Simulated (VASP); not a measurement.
Set up this calculation in VASP 6.6.1, as the native input.

* Task: relaxation of shape and atoms at fixed volume
* Functional: PBE
* Potentials or basis: VASP PAW PBE potentials, release 64 (Ti)
* Cutoff: 300 eV
* k mesh: 8 × 8 × 4
* Occupations: methfessel-paxton, width 0.1 eV
* Spin: no spin polarisation
* Further INCAR settings: ALGO = Normal; EDIFF = 1e-07; IBRION = 2; EDIFFG = -0.01; NSW = 40; ISIF = 4

The structure of Ti lies in POSCAR:

```
Ti                                      
1.0
    2.8869530563      0.0000000000      0.0000000000
   -1.4434765282      2.5001746863      0.0000000000
    0.0000000000      0.0000000000      4.5443366553
  Ti            
     2
Direct
     0.3333333332999970    0.6666666667000030    0.2500000000000000
     0.6666666667000030    0.3333333332999970    0.7500000000000000
```

The cell isn't the ideal one: a relaxed cell with its volume scaled by 0.96.

These files were run (other wordings do the same):

INCAR

```
SYSTEM = Ti
ALGO     = Normal         ! electronic algorithm
EDIFF    = 1E-7           ! SCF threshold, eV
EDIFFG   = -0.01          ! ionic threshold
ENCUT    = 300            ! plane-wave cutoff, eV
GGA      = PE             ! functional
IBRION   = 2              ! ionic algorithm
ISIF     = 4              ! what is computed and relaxed
ISMEAR   = 1              ! smearing method
LASPH    = .TRUE.         ! aspherical terms in the spheres
LCHARG   = .FALSE.        ! write CHGCAR
LREAL    = .FALSE.        ! projectors in reciprocal space
LWAVE    = .FALSE.        ! write WAVECAR
NELM     = 80             ! most SCF steps
NSW      = 40             ! ionic steps
PREC     = Accurate       ! precision mode
SIGMA    = 0.1            ! smearing width, eV
```

KPOINTS

```
k-points
0
G
  8 8 4
  0 0 0
```

Potentials or basis: VASP PAW PBE potentials, release 64 (Ti).

Command:

```console
$ cat potpaw_PBE.64/Ti/POTCAR > POTCAR
$ mpirun -np 1 vasp_std > vasp.out
```

It gave:

```yaml
Pressure_after_relaxing: 5.2 GPa
Band_gap_on_the_k_mesh: none (metal or under the smearing width)
```

Caveat: the relaxation stopped at its first step, so nothing moved.

It took 2.6 s on 1 thread of Intel(R) Xeon(R) 6975P-C (Granite Rapids), with other jobs on the host, peak memory 0.11 GiB.
